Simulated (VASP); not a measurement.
Output of a VASP run:

OUTCAR:
```
 ion  position               nearest neighbor table
   1  0.333  0.667  0.250-   2 1.83   2 1.83   2 1.83   2 1.83   2 1.83   2 1.83
   2  0.667  0.333  0.750-   1 1.83   1 1.83   1 1.83   1 1.83   1 1.83   1 1.83
  LATTYP: Found a hexagonal cell.
 ALAT       =     2.4713377250
 C/A-ratio  =     0.9293325447
 Subroutine PRICEL returns:
 Original cell was already a primitive cell.
 Subroutine GETGRP returns: Found 24 space group operations
The static configuration has the point symmetry D_3d.
 The point group associated with its full space group is D_6h.
The dynamic configuration has the point symmetry D_3d.
 Subroutine INISYM returns: Found 24 space group operations
 Subroutine IBZKPT returns following result:
 Found    216 irreducible k-points:

 Following reciprocal coordinates:
            Coordinates               Weight
  0.000000  0.000000  0.000000      1.000000
  0.066667 -0.000000  0.000000      6.000000
  0.133333 -0.000000  0.000000      6.000000
  0.200000  0.000000  0.000000      6.000000
  0.266667 -0.000000  0.000000      6.000000
  0.333333 -0.000000  0.000000      6.000000
  0.400000 -0.000000  0.000000      6.000000
  0.466667  0.000000  0.000000      6.000000
  0.066667  0.066667  0.000000      6.000000
  0.133333  0.066667  0.000000     12.000000
  0.200000  0.066667  0.000000     12.000000
  0.266667  0.066667  0.000000     12.000000
  0.333333  0.066667  0.000000     12.000000
  0.400000  0.066667  0.000000     12.000000
  0.466667  0.066667  0.000000      6.000000
  0.133333  0.133333  0.000000      6.000000
  0.200000  0.133333  0.000000     12.000000
  0.266667  0.133333  0.000000     12.000000
  0.333333  0.133333  0.000000     12.000000
  0.400000  0.133333  0.000000     12.000000
  0.200000  0.200000  0.000000      6.000000
  0.266667  0.200000  0.000000     12.000000
  0.333333  0.200000  0.000000     12.000000
  0.400000  0.200000  0.000000      6.000000
  0.266667  0.266667  0.000000      6.000000
  0.333333  0.266667  0.000000     12.000000
  0.333333  0.333333  0.000000      2.000000
  0.000000  0.000000  0.071429      2.000000
  0.066667 -0.000000  0.071429     12.000000
  0.133333 -0.000000  0.071429     12.000000
  0.200000  0.000000  0.071429     12.000000
  0.266667 -0.000000  0.071429     12.000000
  0.333333 -0.000000  0.071429     12.000000
  0.400000 -0.000000  0.071429     12.000000
  0.466667  0.000000  0.071429     12.000000
  0.066667  0.066667  0.071429     12.000000
  0.133333  0.066667  0.071429     24.000000
  0.200000  0.066667  0.071429     24.000000
  0.266667  0.066667  0.071429     24.000000
  0.333333  0.066667  0.071429     24.000000
   k-points           NKPTS =    216   k-points in BZ     NKDIM =    216   number of bands    NBANDS=      8
   number of dos      NEDOS =    301   number of ions     NIONS =      2
   total plane-waves  NPLWV =   5832
   dimension x,y,z NGX =    18 NGY =   18 NGZ =   18
   dimension x,y,z NGXF=    36 NGYF=   36 NGZF=   36
   ions per type =               2
   PREC   = accura    normal or accurate (medium, high low for compatibility)
   ISTART =      0    job   : 0-new  1-cont  2-samecut
   ICHARG =      2    charge: 1-file 2-atom 10-const
   ISPIN  =      1    spin polarized calculation?
   LNONCOLLINEAR =      F non collinear calculations
   LSORBIT =      F    spin-orbit coupling
   INIWAV =      1    electr: 0-lowe 1-rand  2-diag
   ENCUT  =  520.0 eV  38.22 Ry    6.18 a.u.   4.60  4.60  4.27*2*pi/ulx,y,z
   NELM   =    100;   NELMIN=  2; NELMDL= -5     # of ELM steps
   EDIFF  = 0.1E-05   stopping-criterion for ELM
   LREAL  =      F    real-space projection
   NLSPLINE    = F    spline interpolate recip. space projectors
   LMAXMIX     =    2 max onsite mixed and CHGCAR
   VOSKOWN=      0    Vosko Wilk Nusair interpolation
   EDIFFG = -.1E-01   stopping-criterion for IOM
   NSW    =     60    number of steps for IOM
...
```

File OSZICAR:
```
...
DAV:   4    -0.130155913722E+02   -0.10594E-02   -0.37897E-04  3456   0.258E-01    0.207E-02
DAV:   5    -0.130154311462E+02    0.16023E-03   -0.45590E-05  3456   0.929E-02    0.117E-02
DAV:   6    -0.130156383960E+02   -0.20725E-03   -0.94332E-05  3456   0.148E-01    0.241E-03
DAV:   7    -0.130156422561E+02   -0.38602E-05   -0.19802E-06  3224   0.180E-02    0.168E-03
DAV:   8    -0.130156423214E+02   -0.65280E-07   -0.34813E-08  1728   0.210E-03
   2 F= -.13015642E+02 E0= -.13015679E+02  d E =-.191570E-01
       N       E                     dE             d eps       ncg     rms          rms(c)
DAV:   1    -0.130158062756E+02   -0.16402E-03   -0.26525E-02  3456   0.176E+00    0.770E-02
DAV:   2    -0.130157022596E+02    0.10402E-03   -0.28565E-04  3456   0.176E-01    0.451E-02
DAV:   3    -0.130156970861E+02    0.51735E-05   -0.99908E-05  3840   0.112E-01    0.663E-03
DAV:   4    -0.130157301467E+02   -0.33061E-04   -0.23498E-05  3456   0.582E-02    0.323E-03
DAV:   5    -0.130157238417E+02    0.63051E-05   -0.90274E-06  3496   0.357E-02    0.285E-03
DAV:   6    -0.130157312173E+02   -0.73756E-05   -0.44414E-06  3472   0.285E-02    0.427E-04
DAV:   7    -0.130157314893E+02   -0.27202E-06   -0.66831E-08  1728   0.361E-03
   3 F= -.13015731E+02 E0= -.13015633E+02  d E =-.192462E-01
       N       E                     dE             d eps       ncg     rms          rms(c)
DAV:   1    -0.130160293477E+02   -0.29813E-03   -0.39092E-03  3456   0.676E-01    0.264E-02
DAV:   2    -0.130160207303E+02    0.86174E-05   -0.40207E-05  3456   0.676E-02    0.153E-02
DAV:   3    -0.130160178427E+02    0.28876E-05   -0.12389E-05  3912   0.397E-02    0.242E-03
DAV:   4    -0.130160236965E+02   -0.58539E-05   -0.24996E-06  3392   0.204E-02    0.133E-03
DAV:   5    -0.130160214632E+02    0.22333E-05   -0.69193E-07  1728   0.108E-02    0.898E-04
DAV:   6    -0.130160236224E+02   -0.21592E-05   -0.44775E-07  1728   0.961E-03    0.136E-04
DAV:   7    -0.130160235607E+02    0.61727E-07   -0.19881E-08  1728   0.204E-03
   4 F= -.13016024E+02 E0= -.13015999E+02  d E =-.195382E-01
       N       E                     dE             d eps       ncg     rms          rms(c)
DAV:   1    -0.130160479703E+02   -0.24348E-04   -0.70214E-04  3456   0.287E-01    0.125E-02
DAV:   2    -0.130160456994E+02    0.22709E-05   -0.75685E-06  3456   0.285E-02    0.735E-03
DAV:   3    -0.130160448792E+02    0.82020E-06   -0.27167E-06  3680   0.184E-02
   5 F= -.13016045E+02 E0= -.13016053E+02  d E =-.195595E-01
       N       E                     dE             d eps       ncg     rms          rms(c)
DAV:   1    -0.130160602845E+02   -0.14585E-04   -0.21455E-03  3488   0.441E-01    0.362E-02
DAV:   2    -0.130160616230E+02   -0.13385E-05   -0.51184E-05  3456   0.718E-02    0.207E-02
DAV:   3    -0.130160471633E+02    0.14460E-04   -0.21893E-05  3456   0.540E-02    0.386E-03
DAV:   4    -0.130160655223E+02   -0.18359E-04   -0.12976E-05  3456   0.340E-02    0.826E-04
DAV:   5    -0.130160656296E+02   -0.10724E-06   -0.79499E-08  1728   0.320E-03
   6 F= -.13016066E+02 E0= -.13016068E+02  d E =-.207504E-04
       N       E                     dE             d eps       ncg     rms          rms(c)
DAV:   1    -0.130160745244E+02   -0.90021E-05   -0.25520E-04  3488   0.152E-01    0.126E-02
DAV:   2    -0.130160744397E+02    0.84737E-07   -0.57964E-06  3456   0.240E-02
   7 F= -.13016074E+02 E0= -.13016079E+02  d E =-.295606E-04
```

### OUTCAR
```
------------------------ aborting loop because EDIFF is reached ----------------------------------------
  FORCE on cell =-STRESS in cart. coord.  units (eV):
  Direction    XX          YY          ZZ          XY          YZ          ZX
  --------------------------------------------------------------------------------------
  Total       -0.0146096     -0.0146095     -0.0002248     -0.0000000      0.0000000      0.0000000
  in kB       -1.9190020     -1.9190006     -0.0295306     -0.0000006      0.0000000      0.0000000
  external PRESSURE =      -1.2891777 kB  Pullay stress =       0.0000000 kB
  volume of cell :       12.20
      direct lattice vectors                 reciprocal lattice vectors
     2.506172100  0.000000064 -0.000000000     0.399014890  0.230371329 -0.000000000
    -1.253085420  2.170407850 -0.000000000    -0.000000012  0.460742890 -0.000000000
     0.000000000  0.000000000  2.242435884    -0.000000000  0.000000000  0.445943631
 POSITION                                       TOTAL-FORCE (eV/Angst)
 -----------------------------------------------------------------------------------
     -0.00000      1.44694      0.56061         0.000000     -0.000000     -0.000000
      1.25309      0.72347      1.68183        -0.000000      0.000000      0.000000
 -----------------------------------------------------------------------------------
    total drift:                               -0.000210      0.000121     -0.000065
  FREE ENERGIE OF THE ION-ELECTRON SYSTEM (eV)
  ---------------------------------------------------
  free  energy   TOTEN  =       -13.0160744397 eV

  energy  without entropy=      -13.0160884439  energy(sigma->0) =      -13.01607911

 reached required accuracy - stopping structural energy minimisation
```
(Selected blocks of OUTCAR.)

**POSCAR**
```
C
1
    2.4713377250     0.0000000528     0.0000000000
   -1.2356682504     2.1402404357    -0.0000000000
   -0.0000000000    -0.0000000000     2.2966945769
C
2
Direct
  0.3333330000   0.6666670000   0.2500000000
  0.6666670000   0.3333330000   0.7500000000
```

**Question.** Reconstruct the remaining input files.

**Answer.** This is not unique; one that fits is the input of the run itself, r2SCAN meta-GGA, plane waves, VASP's PBE PAW potentials (set 64).

### KPOINTS
```
Automatic mesh
0
Gamma
15 15 14
0 0 0
```

### INCAR
```
ALGO=Normal
EDIFF=1E-6
EDIFFG=-0.01
ENCUT=520
IBRION=2
ISIF=3
ISMEAR=1
LASPH=.True.
LCHARG=.False.
LMIXTAU=.True.
LREAL=.False.
LWAVE=.False.
METAGGA=R2SCAN
NELM=100
NSW=60
PREC=Accurate
SIGMA=0.1
SYSTEM=C
```

POTCAR, in this order: C (PBE.64 set). Program: vasp_std.

The structure was generated: C was put into the hcp type (P6_3/mmc), which need not be its known phase. This run relaxes it. Symmetry was kept, so distortions that lower it aren't found. The start is the result of an earlier pass.
